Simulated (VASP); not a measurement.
GW runs with VASP on Si (diamond), on PBE orbitals with a Kohn-Sham gap of 0.69 eV on the mesh.

```yaml
crystal:
  lattice:
    - [0.00000, 2.71550, 2.71550]
    - [2.71550, 0.00000, 2.71550]
    - [2.71550, 2.71550, 0.00000]
  atoms:
    - { symbol: Si, position: [0.00000, 0.00000, 0.00000] }
    - { symbol: Si, position: [0.25000, 0.25000, 0.25000] }
```

Settings: PREC = Normal, 350 eV cut-off, 4×4×4 Γ-centred mesh, Gaussian smearing of 0.010 eV, potentials Si_GW.

The mesh is coarse and the basis finite, so the quasiparticle values are not converged.

```tsv
run	level	NBANDS	ENCUTGW (eV)	QP gap (eV)	smallest direct QP gap (eV)
run 1	G0W0@PBE, 1 step(s)	64	150	1.10	3.12
run 2	G0W0@PBE, 1 step(s)	160	200	1.18	3.17
run 3	evGW0@PBE, 4 step(s)	160	200	?	?
```

Question: Some entries are withheld; supply them.

Answer: 
- run 3, QP gap (eV): 1.26
- run 3, smallest direct QP gap (eV): 3.26

Left out are failed runs and those that VASP or the mesh makes unfit.

The compound is Si in the diamond structure. The cell was not relaxed at this level.
